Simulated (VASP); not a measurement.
Consider the following.

```xyz
2
Lattice="0.0000 2.2016 2.2016 2.2016 0.0000 2.2016 2.2016 2.2016 0.0000" Properties=species:S:1:pos:R:3 pbc="T T T"
Nb     0.0000     0.0000     0.0000
N      2.2016     2.2016     2.2016
```

Calculation: optB86b-vdW, VASP's PBE PAW potentials (set 64) (plane waves; VASP 6.6.1). Run with 520 eV cut-off, 16×16×16 Γ-centred mesh, tetrahedra with Blöchl corrections, potentials Nb_sv N.

Problem. Estimate the energy per atom (σ→0), band gap (on the k-mesh) with the smallest direct gap where there is one.

Solution. 
band gap (on the k-mesh): none (metal, semimetal or under 0.01 eV)
energy per atom (σ→0): -8.419 eV/atom

Only differences to runs with the same potentials and settings are physical.

The compound is NbN in the rock salt structure, the cubic δ form, which competes with hexagonal ones. It was relaxed first. VASP warned that the highest band is occupied, so more bands are needed.
